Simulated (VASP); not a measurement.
# Ge: a series in biaxial strain in the (111) plane, part 2 of 2

Wanted: the response of Ge to biaxial strain in the (111) plane, as a table, with a fit that predicts a row left out.

VASP 6.6.1, plane waves and PAW; the level of theory is named at each step.

So far: The starting structure; Relax the crystal, PBEsol; Strain along the normal, PBEsol; Band edges, HSE06.

### Step 5. Band edges, PBEsol

Short lines in KPOINTS_OPT sample the zone centre along and across the normal of the plane, for masses, and the other valleys.

Level: PBEsol; plane waves and PAW (Ge_d).

The input, INCAR:

```
SYSTEM = Ge
PREC = Accurate
ENCUT = 470
EDIFF = 1E-06
NELM = 100
ISMEAR = 0
SIGMA = 0.02
LREAL = .FALSE.
ALGO = Normal
GGA = PS
NBANDS = 19
LWAVE = .FALSE.
LCHARG = .FALSE.
KPAR = 4
```

The input, POSCAR:

```
Ge
1.0
    0.0511480300      2.8281596590      2.8281596590
    2.8281596590      0.0511480300      2.8281596590
    2.8281596590      2.8281596590      0.0511480300
Ge
2
Direct
    0.0012224134      0.0012224134      0.0012224134
    0.2487775866      0.2487775866      0.2487775866
```

The input, KPOINTS:

```
Automatic mesh
0
Gamma
7 7 7
0 0 0
```

The input, KPOINTS_OPT:

```
Line mode
6
Line-mode
Reciprocal
  0.00000000   0.00000000   0.00000000
  0.02622243   0.02622243   0.02622243

  0.00000000   0.00000000   0.00000000
 -0.01562618   0.01562618   0.00000000

  0.31000000   0.31000000   0.00000000
  0.50000000   0.50000000   0.00000000

  0.00000000   0.31000000   0.31000000
  0.00000000   0.50000000   0.50000000

  0.45000000   0.45000000   0.45000000
  0.50000000   0.50000000   0.50000000

  0.45000000   0.00000000   0.00000000
  0.50000000   0.00000000   0.00000000

  0.42500000   0.42500000   0.00000000
  0.42540702   0.44750578   0.02250578

  0.50000000   0.50000000   0.50000000
  0.48437382   0.51562618   0.50000000
```

Potentials, in the order of the species: Ge_d (PBE family, release 64).

Started as:

```console
> mpirun -np 4 vasp_std
```

The program printed:

```text
[... set-up lines as in an earlier step ...]
 entering main loop
       N       E                     dE             d eps       ncg     rms          rms(c)
DAV:   1     0.163980817814E+03    0.16398E+03   -0.14388E+04  1787   0.385E+03
DAV:   2     0.117983082668E+02   -0.15218E+03   -0.14871E+03  1672   0.531E+02
DAV:   3    -0.935438538652E+01   -0.21153E+02   -0.21015E+02  1842   0.141E+02
DAV:   4    -0.998755435983E+01   -0.63317E+00   -0.63251E+00  1898   0.285E+01
[...]
DAV:  10    -0.983384296004E+01   -0.11352E-04   -0.23019E-05  1895   0.483E-02    0.534E-03
DAV:  11    -0.983384412644E+01   -0.11664E-05   -0.26672E-06  1479   0.127E-02    0.115E-03
DAV:  12    -0.983384407960E+01    0.46842E-07   -0.60874E-07  1061   0.151E-02
   1 F= -.98338441E+01 E0= -.98338377E+01  d E =-.127179E-04
 Start KPOINTS_OPT (optional k-point list driver)
k-point batch [1-44\48]
       N       E                     dE             ncg
DAV:   1    -0.938940047629E+04   -0.37768E+05     1718
DAV:   2    -0.161364359004E+05   -0.67470E+04     1672
DAV:   3    -0.171022303312E+05   -0.96579E+03     1861
DAV:   4    -0.171326737919E+05   -0.30443E+02     1873
[...]
DAV:   8    -0.171332104887E+05   -0.26517E-04     1716
DAV:   9    -0.171332104899E+05   -0.12213E-05     1109
DAV:  10    -0.171332104902E+05   -0.26457E-06     1073
k-point batch [45-48\48]
       N       E                     dE             ncg
DAV:   1     0.266600222782E+05   -0.40677E+04      152
DAV:   2     0.260699310977E+05   -0.59009E+03      152
DAV:   3     0.259821880402E+05   -0.87743E+02      164
DAV:   4     0.259793906330E+05   -0.27974E+01      173
DAV:   5     0.259793463769E+05   -0.44256E-01      184
DAV:   6     0.259793452425E+05   -0.11343E-02      173
DAV:   7     0.259793451911E+05   -0.51436E-04      192
DAV:   8     0.259793451885E+05   -0.25847E-05      157
DAV:   9     0.259793451884E+05   -0.12680E-06      120
```

It took 31 s on 4 MPI ranks of AMD EPYC 7R43, shared host; peak memory 0.56 GiB.

Parts of OUTCAR (step 5):

```text
  Total        0.6591247      0.6591247      0.6591247     -0.3252724     -0.3252724     -0.3252724
  in kB       23.9927127     23.9927127     23.9927127    -11.8401983    -11.8401983    -11.8401983
  external PRESSURE =      23.9927127 kB  Pullay stress =       0.0000000 kB

 POSITION                                       TOTAL-FORCE (eV/Angst)
 -----------------------------------------------------------------------------------
      0.00698      0.00698      0.00698        -0.004021     -0.004021     -0.004021
      1.41989      1.41989      1.41989         0.004021      0.004021      0.004021
 -----------------------------------------------------------------------------------
    total drift:                               -0.000000     -0.000000     -0.000000

  FREE ENERGIE OF THE ION-ELECTRON SYSTEM (eV)
  ---------------------------------------------------
  free  energy   TOTEN  =        -9.8338440796 eV

  energy  without entropy=       -9.8338313617  energy(sigma->0) =       -9.83383772

[... 1 part as in an earlier step ...]

[... 2 further parts left out ...]
[key lines of the parts left out:]
E-fermi :   5.2630
```

Numbers from this step:

| Item | Value |
| --- | --- |
| energy(sigma→0) of the program | -9.8338 eV |
| stress, compression positive | 0.03 along [111], 3.58 across it (mean), GPa |

The run ends at a pressure of 2.40 GPa, with forces up to 0.0070 eV/Å.

### Step 6. The whole series

LASPH is off in runs at PBEsol and on in runs at HSE06.

Hybrid runs start from orbitals of a short PBEsol run, not shown.

The other members went through these steps as far as the tables show, with the same cutoff and, step by step, the same mesh; 37 runs are not shown. The session took 16 core hours (wall time by ranks) on a shared machine.

```csv
in-plane strain (%),strain along the normal (%),"in-plane stress, tension positive (GPa)",energy above the unstrained row (meV/atom)
-2.000,0.708,-3.558,10.735
-1.000,0.310,-1.658,2.843
-0.500,0.183,-0.808,0.827
0,-0.021,0.023,0.000
0.500,-0.225,0.781,0.289
1.000,-0.450,1.485,1.669
2.000,-0.825,2.908,7.408
```

Slopes at zero strain, from cubics through all rows: strain ratio -0.388, stress over strain 157 GPa.

Band edges at HSE06, counted from the valence-band top at Γ, with one row partly withheld:

```csv
in-plane strain (%),gap (eV),conduction band at Γ (eV),Δ or X valley along z (eV),Δ or X valley along x (eV),"lowest conduction level at L, [111] (eV)","lowest conduction level at L, [-111] (eV)",second valence level below the top (eV),third valence level below the top (eV)
-2.000,0.751,1.067,0.935,0.935,1.184,0.751,0.000,0.278
-1.000,0.802,0.996,1.029,1.029,1.005,0.802,0.000,0.125
-0.500,0.813,0.932,1.064,1.064,0.919,0.813,0.000,0.068
0,0.831,0.874,1.098,1.098,0.831,0.833,0.000,0.000
0.500,0.671,0.739,1.057,1.057,0.671,0.783,0.073,0.073
1.000,?,0.613,1.024,1.024,?,0.743,0.129,0.129
2.000,0.266,0.358,0.962,0.962,0.266,0.667,0.221,0.221
```

Conduction masses, in electron masses:

```
in-plane strain (%)  L [111] mass, longitudinal  L [111] mass, transverse along [1-10]
             -2.000                       1.625                                  0.089
             -1.000                       1.586                                  0.086
             -0.500                       1.585                                  0.085
                  0                       1.580                                  0.083
              0.500                       1.556                                  0.082
              1.000                       1.539                                  0.080
              2.000                       1.508                                  0.077
```

### Step 7. Working out the slope

The quantity to fit is the splitting of the lowest conduction levels at the L points ([111] less [-111]) at HSE06: 0.433, 0.203, 0.106, -0.003, -0.112, -0.402 eV in the rows shown.

A least-squares parabola through the 6 rows shown, with d the strain along the axis less the strain across it, in %: E = 0.003274 d² + 0.1514 d − 6.51e-4 (eV), r.m.s. residual 0.0015 eV.

For the withheld row, d = -1.45, the fit gives -0.2134 eV.

### Step 8. The withheld row

The calculation gives -0.2153 eV, so the prediction is 0.0019 eV too high, within twice the residual of the fit.

The splitting is Ξu times 8/9 of d, with d as a fraction, so the linear term gives Ξu = 17.0 eV.

### Step 9. Results

* ratio of normal to in-plane strain: -0.388
* biaxial modulus: 157 GPa
* gap of the unstrained cell, HSE06: 0.83 eV
* shear deformation potential Ξu of the lowest conduction levels at L: 17.0 eV
* error of the predicted row: 1.9 meV

In words: As a check, the curvature of the energy gives 159 GPa for the same modulus (energy per volume = M × strain²), 1 % from the slope of the stress. The energy also has a linear term worth 0.18 GPa that the stress column lacks, a mark of the finite basis. At HSE06 the lowest conduction valley is L throughout, and the gap runs between 0.27 and 0.83 eV. At zero strain Γ and L lie only 43 meV apart here, so their order is sensitive to the level and the lattice constant. At PBEsol the gap falls under 0.05 eV in some or all rows, where bands may have changed order, so that level, though run, gets no table. The gap at PBEsol is under 0.05 eV in some or all rows and is left out; the elastic columns come from such cells and can be uneven. Hole masses are left out throughout, since the top bands are degenerate or cross in many series; of conduction masses, those of the Γ, L and (for Si and Ge under (001) strain) Δ valleys are kept where they change by under an eighth between rows. A measured gap of unstrained Ge is 0.74 eV (arxiv:cond-mat/0503738, indirect gap, 4.2 K); the static gaps here belong to the lattice relaxed at PBEsol. HSE06 ran on a coarser mesh than the semilocal levels. Spin-orbit coupling is left out at HSE06, so the valence splittings there lack it. Δ or X levels are the lowest on their line, refined by a parabola unless they lie at X; the gap is read from all points sampled and can differ from the lowest valley by some meV, or by tens of meV where strain moves the valence top off Γ. Temperature, zero-point motion and excitons are left out.

[Lines on the potential files, build, host, timing and source positions are cut from VASP's logs without a mark.]

[Logs are printed without paths, hosts, clocks, repeated set-up lines and the standing remarks that a program may print on its own settings, such as how far it seeks lower states.]

[Hosts, paths, dates, database ids (printed as entryN), source tags and the programs' standing remarks are cut or masked in the printed files.]

[In band tables of VASP the shares of atoms and orbitals are scaled to a sum of 1 inside the atoms' spheres.]
